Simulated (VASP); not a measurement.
Computed with PBEsol GGA, VASP's PBE PAW potentials (set 64) (plane waves; VASP).

A VASP calculation is set up with these files.

POSCAR:
```
LaGa2
1
    4.2934500000     0.0000000000     0.0000000000
   -2.1467250000     3.7182370000     0.0000000000
    0.0000000000     0.0000000000     4.4905900000
La Ga
1 2
Direct
  0.0002470000   0.0014110000   0.0019930000
  0.3382660000   0.6684210000   0.4947470000
  0.6614860000   0.3301680000   0.5032600000
```

### KPOINTS
```
Automatic mesh
0
Gamma
6 6 5
0 0 0
```

### INCAR
```
LREAL=.FALSE.   # projection in real space or not
ENCUT=300
LASPH=.TRUE.   # aspherical one-centre terms
LMAXMIX=6   # l cut-off of mixed one-centre charges
LWAVE=.FALSE.
ISIF=2   # forces and stress, cell fixed
ISMEAR=-1   # Fermi-Dirac
SYSTEM=LaGa2
ALGO=Normal
PREC=Accurate
LCHARG=.FALSE.
EDIFF=1E-6   # SCF stop (eV)
NELM=100
SIGMA=0.1
GGA=PS
```

POTCAR, in this order: La Ga_d (PBE.64 set). Program: vasp_std.

What VASP printed:

### OSZICAR
```
       N       E                     dE             d eps       ncg     rms          rms(c)
DAV:   1     0.247046328786E+03    0.24705E+03   -0.11902E+04  4128   0.194E+03
DAV:   2     0.225090869044E+02   -0.22454E+03   -0.22180E+03  5614   0.409E+02
DAV:   3    -0.123556550362E+02   -0.34865E+02   -0.34192E+02  5900   0.150E+02
DAV:   4    -0.142446691221E+02   -0.18890E+01   -0.18623E+01  7272   0.329E+01
DAV:   5    -0.143890917483E+02   -0.14442E+00   -0.14397E+00  5598   0.706E+00    0.330E+00
DAV:   6    -0.142518223437E+02    0.13727E+00   -0.46886E-01  6196   0.975E+00    0.171E+00
DAV:   7    -0.142167356779E+02    0.35087E-01   -0.11809E-01  6342   0.336E+00    0.441E-01
DAV:   8    -0.142154166590E+02    0.13190E-02   -0.13891E-02  6268   0.131E+00    0.139E-01
DAV:   9    -0.142155657314E+02   -0.14907E-03   -0.24870E-03  7072   0.540E-01    0.459E-02
DAV:  10    -0.142156131470E+02   -0.47416E-04   -0.29967E-04  6700   0.289E-01    0.301E-02
DAV:  11    -0.142156358791E+02   -0.22732E-04   -0.15914E-04  7064   0.222E-01    0.815E-03
DAV:  12    -0.142156369225E+02   -0.10434E-05   -0.23127E-05  6778   0.119E-01    0.558E-03
DAV:  13    -0.142156382124E+02   -0.12899E-05   -0.14008E-05  6542   0.540E-02    0.198E-03
DAV:  14    -0.142156381501E+02    0.62230E-07   -0.32247E-06  5102   0.400E-02
   1 F= -.14215638E+02 E0= -.14183791E+02  d E =-.636934E-01
```

### OUTCAR
```
------------------------ aborting loop because EDIFF is reached ----------------------------------------
  FORCE on cell =-STRESS in cart. coord.  units (eV):
  Direction    XX          YY          ZZ          XY          YZ          ZX
  --------------------------------------------------------------------------------------
  Total       -1.0113815     -0.8716487     -1.3447192     -0.1260375      0.0041366      0.0034324
  in kB      -22.6036564    -19.4807278    -30.0535177     -2.8168484      0.0924493      0.0767124
  external PRESSURE =     -24.0459673 kB  Pullay stress =       0.0000000 kB
  volume of cell :       71.69
      direct lattice vectors                 reciprocal lattice vectors
     4.293450000  0.000000000  0.000000000     0.232912926  0.134472332  0.000000000
    -2.146725000  3.718237000  0.000000000     0.000000000  0.268944664  0.000000000
     0.000000000  0.000000000  4.490590000     0.000000000  0.000000000  0.222687887
 POSITION                                       TOTAL-FORCE (eV/Angst)
 -----------------------------------------------------------------------------------
     -0.00197      0.00525      0.00895         0.010475     -0.028553     -0.041473
      0.01741      2.48535      2.22171        -0.237618     -0.114450      0.032108
      2.13128      1.22764      2.25993         0.227144      0.143003      0.009365
 -----------------------------------------------------------------------------------
    total drift:                                0.000213      0.000033     -0.000370
  FREE ENERGIE OF THE ION-ELECTRON SYSTEM (eV)
  ---------------------------------------------------
  free  energy   TOTEN  =       -14.2156381501 eV

  energy  without entropy=      -14.1519447391  energy(sigma->0) =      -14.18379144
```
(Selected blocks of OUTCAR.)

At this cut-off the stress carries a Pulay error, which pulls relaxed volumes low.

The structure comes from a computed database's LaGa2 entry; how it stands against other phases isn't given here. The cell was not relaxed at this level, atoms are displaced from their ideal sites. The electron count is odd and the run is not spin-polarised, which forces a metal.
